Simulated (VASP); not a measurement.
# Si2Mo: structure and properties in VASP, part 2 of 5

What structure and properties does r2SCAN + rVV10 give Si2Mo, and how near are they to the measured ones? The start is a cell from a database of measured crystal structures.

VASP 6.6.1, plane waves and PAW; the level of theory is named at each step.

So far. Step 2 (Full relaxation (r2SCAN + rVV10)): It ends with a largest force of 0.003 eV/Å and a pressure of 0.01 GPa. The volume lies -0.8 % from that of the database's start, which holds the thermal and zero-point expansion of its experiment. The relaxed cell has a = 3.197, c = 7.814 Å (conventional setting).

The database entry behind the starting cell is an old determination (1927), so it need not match the best structure at ambient conditions.

### Step 3. Single point with fields (r2SCAN + rVV10)

Level of this step: r2SCAN with rVV10; plane waves and PAW (Si, Mo_sv) (VASP).

A single point on the relaxed cell gives a clean self-consistent state, with density, ELF and potential written out.

INCAR reads:

```
SYSTEM = Si2Mo
PREC = Accurate
ENCUT = 400
EDIFF = 1E-06
NELM = 100
ISMEAR = 0
SIGMA = 0.05
LREAL = .FALSE.
ALGO = Normal
METAGGA = R2SCAN
LUSE_VDW = .TRUE.
IVDW_NL = 2
BPARAM = 11.95
CPARAM = 0.0093
LASPH = .TRUE.
NBANDS = 17
LORBIT = 11
LWAVE = .FALSE.
LCHARG = .TRUE.
ISIF = 2
LELF = .TRUE.
LVHAR = .TRUE.
```

POSCAR reads:

```
Si2Mo
1.0
   -3.1971354836      0.0000000000      0.0000000000
    0.0000000000      3.1971354836      0.0000000000
    1.5985677418     -1.5985677418     -3.9067981380
Si Mo
2 1
Direct
    0.6647297926      0.6647297926      0.3294595852
    0.3352702074      0.3352702074      0.6705404148
    0.0000000000      0.0000000000      0.0000000000
```

KPOINTS reads:

```
Automatic mesh
0
Gamma
8 8 8
0 0 0
```

Potentials, in the order of the species: Si and Mo_sv (PBE family, release 64).

Started as:

```bash
> mpirun -np 2 vasp_std
```

The program printed:

```text
[banner, memory and clock lines left out]
running    2 mpi-ranks, on    1 nodes
 distrk:  each k-point on    2 cores,    1 groups
 distr:  one band on    1 cores,    2 groups

 POSCAR found type information on POSCAR SiMo
 POSCAR found :  2 types and       3 ions
 [... a notice as in an earlier step ...]

 [... a notice as in an earlier step ...]

 LDA part: xc-table for (None), standard interpolation
|                                                                             |
|           W    W    AA    RRRRR   N    N  II  N    N   GGGG   !!!           |
|           W    W   A  A   R    R  NN   N  II  NN   N  G    G  !!!           |
|           W    W  A    A  R    R  N N  N  II  N N  N  G       !!!           |
|           W WW W  AAAAAA  RRRRR   N  N N  II  N  N N  G  GGG   !            |
|           WW  WW  A    A  R   R   N   NN  II  N   NN  G    G                |
|           W    W  A    A  R    R  N    N  II  N    N   GGGG   !!!           |
|                                                                             |
|     The number of bands has been changed from the values supplied in        |
|     The orbitals not found in the WAVECAR file will be initialized with     |
|     random numbers, which is usually adequate. For correlated               |
|     calculations, however, you should redo the groundstate calculation.     |
|     I found NBANDS = 17. Now, NBANDS = 18.                                  |
|                                                                             |

 POSCAR, INCAR and KPOINTS ok, starting setup
 FFT: planning ... GRIDC
 FFT: planning ... GRID_SOFT
 FFT: planning ... GRID
 WAVECAR not read
 entering main loop
       N       E                     dE             d eps       ncg     rms          rms(c)
Total rVV10 correction in eV:      0.3112857    24.7394631
DAV:   1     0.723324253041E+02    0.72332E+02   -0.10047E+04  2148   0.980E+02
DAV:   2    -0.494920302847E+02   -0.12182E+03   -0.11905E+03  2648   0.271E+02
DAV:   3    -0.518903143838E+02   -0.23983E+01   -0.23772E+01  2566   0.340E+01
DAV:   4    -0.519026882132E+02   -0.12374E-01   -0.12357E-01  2572   0.277E+00
DAV:   5    -0.519027661159E+02   -0.77903E-04   -0.77895E-04  2474   0.208E-01    0.252E+01
Total rVV10 correction in eV:      0.2949784    24.7394631
DAV:   6    -0.447431696630E+02    0.71596E+01   -0.52975E+00  2204   0.203E+01    0.505E+00
Total rVV10 correction in eV:      0.2931850    24.7394631
DAV:   7    -0.447247484098E+02    0.18421E-01   -0.25356E-01  2252   0.336E+00    0.381E+00
Total rVV10 correction in eV:      0.2891339    24.7394631
DAV:   8    -0.447296352980E+02   -0.48869E-02   -0.42568E-02  2332   0.172E+00    0.689E-01
Total rVV10 correction in eV:      0.2884731    24.7394631
DAV:   9    -0.447309771206E+02   -0.13418E-02   -0.42607E-03  2352   0.496E-01    0.284E-01
Total rVV10 correction in eV:      0.2886836    24.7394631
DAV:  10    -0.447311955550E+02   -0.21843E-03   -0.43414E-04  2362   0.153E-01    0.556E-02
Total rVV10 correction in eV:      0.2886539    24.7394631
DAV:  11    -0.447312960850E+02   -0.10053E-03   -0.17248E-04  2306   0.103E-01    0.583E-02
Total rVV10 correction in eV:      0.2887023    24.7394631
DAV:  12    -0.447313028410E+02   -0.67560E-05   -0.81241E-06  2562   0.206E-02    0.202E-02
Total rVV10 correction in eV:      0.2887353    24.7394631
DAV:  13    -0.447313061646E+02   -0.33236E-05   -0.44869E-06  2226   0.133E-02    0.486E-03
Total rVV10 correction in eV:      0.2887390    24.7394631
DAV:  14    -0.447313062330E+02   -0.68403E-07   -0.25517E-07  1170   0.356E-03
Total rVV10 correction in eV:      0.2887353    24.7394631
Total rVV10 correction in eV:      0.2887373    24.7394631
   1 F= -.44731306E+02 E0= -.44731131E+02  d E =-.351097E-03
```

Wall time 73 s (2 MPI ranks of Intel Xeon Platinum 8175M at 2.50GHz (Skylake/Cascade Lake), shared host); peak memory 0.37 GiB; 2.3 min of CPU time.

Parts of OUTCAR (step 3):

```text
  LATTYP: Found a body centered tetragonal cell.
 ALAT       =     3.1971354836
 C/A-ratio  =     2.4439365539

The static configuration has the point symmetry D_4h.

 Found     59 irreducible k-points:

   k-points           NKPTS =     59   k-points in BZ     NKDIM =     59   number of bands    NBANDS=     18

   ENCUT  =  400.0 eV  29.40 Ry    5.42 a.u.   5.21  5.21  7.36*2*pi/ulx,y,z

   NELECT =      22.0000    total number of electrons

 E-fermi :  12.3501

 k-point     1 :       0.0000    0.0000    0.0000
  band No.  band energies     occupation
    ...
      6       5.5405      2.00000
      7       8.8789      2.00000
      8       9.2078      2.00000
      9       9.5320      2.00000
     10       9.5320      2.00000
     11      12.7096      0.00000
     12      15.7314      0.00000
     13      15.8490      0.00000
     14      16.0320      0.00000
     15      16.0320      0.00000
    ...

 k-point     2 :       0.1250    0.0000    0.0000
  band No.  band energies     occupation
    ...
      7       7.9489      2.00000
      8       9.1947      2.00000
      9       9.7300      2.00000
     10       9.9682      2.00000
     11      11.9334      2.00000
     12      14.8465      0.00000
     13      15.1597      0.00000
     14      16.3882      0.00000
     15      16.7440      0.00000
     16      17.3711      0.00000
    ...

  Total        0.0168334      0.0168334     -0.0353651      0.0000000     -0.0000000      0.0000000
  in kB        0.6753678      0.6753678     -1.4188691      0.0000000     -0.0000000      0.0000000
  external PRESSURE =      -0.0227112 kB  Pullay stress =       0.0000000 kB

  energy-cutoff  :      400.00
  volume of cell :       39.93
      direct lattice vectors                 reciprocal lattice vectors
    -3.197135484  0.000000000  0.000000000    -0.312779989  0.000000000 -0.127982041
     0.000000000  3.197135484  0.000000000     0.000000000  0.312779989 -0.127982041
     1.598567742 -1.598567742 -3.906798138     0.000000000  0.000000000 -0.255964082

 POSITION                                       TOTAL-FORCE (eV/Angst)
 -----------------------------------------------------------------------------------
     -1.59857      1.59857     -1.28713        -0.000000      0.000000     -0.003579
      0.00000      0.00000     -2.61967         0.000000     -0.000000      0.003579
      0.00000      0.00000      0.00000         0.000000      0.000000      0.000000
 -----------------------------------------------------------------------------------
    total drift:                                0.000000      0.000000      0.000000

  FREE ENERGIE OF THE ION-ELECTRON SYSTEM (eV)
  ---------------------------------------------------
  free  energy   TOTEN  =       -44.7313062330 eV

  energy  without entropy=      -44.7309551362  energy(sigma->0) =      -44.73113068

[... 4 parts as in an earlier step ...]

[... 6 further parts left out ...]
```

Numbers from this step:

| Quantity | Value |
| --- | --- |
| electronic steps | 14 |
| bands | 18 |
| pressure | -0.002271 GPa |

Valence electrons inside each PAW sphere by angular momentum. Sphere charges, by row:

| atom | s (e) | p (e) | d (e) | tot (e) |
| --- | --- | --- | --- | --- |
| Si1 | 0.73 | 0.895 | 0 | 1.625 |
| Si2 | 0.73 | 0.895 | 0 | 1.625 |
| Mo3 | 2.284 | 6.219 | 4.169 | 12.67 |

Electrostatic potential energy in the ac plane of the conventional cell at fractional y = 0.000, with atoms of Si and Mo within 0.2 Å of it. With pseudopotentials it is smooth inside the atoms' cores, unlike the true potential.

Ten even steps from '0' (-92 eV) to '9' (1 eV), each cell a mean:
```
23457999997532
44578999998654
77899999999877
99999999999999
99999999999999
67899999999987
12589999999742
00368999998510
00379999998620
34689999999864
88999999999988
99999999999999
99999999999999
67899999999876
12579999998741
00268999998510
01379999998620
45789999999864
88999999999998
99999999999999
88999999999998
55689999999765
33468999997543
22357999986432
```
Columns run along a (3.2 Å; values clipped at the 3rd and 97th percentile), rows up along c (7.8 Å), edges of the conventional cell, whose origin can differ from the input's. Atoms in or near the plane, at fractional coordinates: Si at (0.00, 0.34), Si at (0.00, 0.66), Mo at (0.00, 0.00).

ELF in the ac plane of the conventional cell at fractional y = 0.000, with atoms of Si and Mo within 0.2 Å of it. It is the smooth field of the valence electrons, not physical close to the nuclei.

Ten even steps from '0' (0.07) to '9' (0.76), each cell a mean:
```
68962123213797
88742234322578
33222344432233
33343333334433
88764211235788
99875200135899
45565310135654
01356432356520
01578654578731
34788654578864
66776544467776
66665443455666
66666543456666
56787654568875
13688754578752
01367543467520
12455321245532
77775200135777
99875210135799
66554322234566
22223344433222
66432244322356
89852134213699
46872123214786
```
Columns run along a (3.2 Å), rows up along c (7.8 Å), edges of the conventional cell, whose origin can differ from the input's. Atoms in or near the plane, at fractional coordinates: Si at (0.00, 0.34), Si at (0.00, 0.66), Mo at (0.00, 0.00).

Valence density in the ac plane of the conventional cell at fractional y = 0.000, with atoms of Si and Mo within 0.2 Å of it. It is the smooth field of the valence electrons, not physical close to the nuclei.

Ten steps, logarithmic in the rise over the least value, from '_' (-0.1 e/Å³) to '@' (7.4 e/Å³), each cell a mean:
```
@@@@%%##++==------==++##@@@@
%%%%##++==--------====**##%%
**++++====----------====++++
========--------------======
========--------------======
========--------------======
----====------------======--
__::--====----------====--..
..::======--------======--::
--========--------==========
==========----------========
========--------------======
==========----------========
==========--------==========
----======--------========--
__::--====--------======--..
::----====----------====--::
========------------========
========--------------======
========--------------======
++======------------======++
####**++==--------====++**##
@@@@%%**++==------==++##%%@@
@@@@@@##++==------==**%%@@@@
```
Columns run along a (3.2 Å), rows up along c (7.8 Å), edges of the conventional cell, whose origin can differ from the input's. Atoms in or near the plane, at fractional coordinates: Si at (0.00, 0.34), Si at (0.00, 0.66), Mo at (0.00, 0.00).

In this run the pressure is 0.00 GPa, small enough to go on.

(Continued in part 3 of 5.)

[Lines on the potential files, build, host, timing and source positions are cut from VASP's logs without a mark.]

[Logs are printed without paths, hosts, clocks, repeated set-up lines and the standing remarks that a program may print on its own settings, such as how far it seeks lower states.]

[Hosts, paths, dates, database ids (printed as entryN), source tags and the programs' standing remarks are cut or masked in the printed files.]

[A measured line is paired with the nearest computed mode of its activity, which favours agreement.]
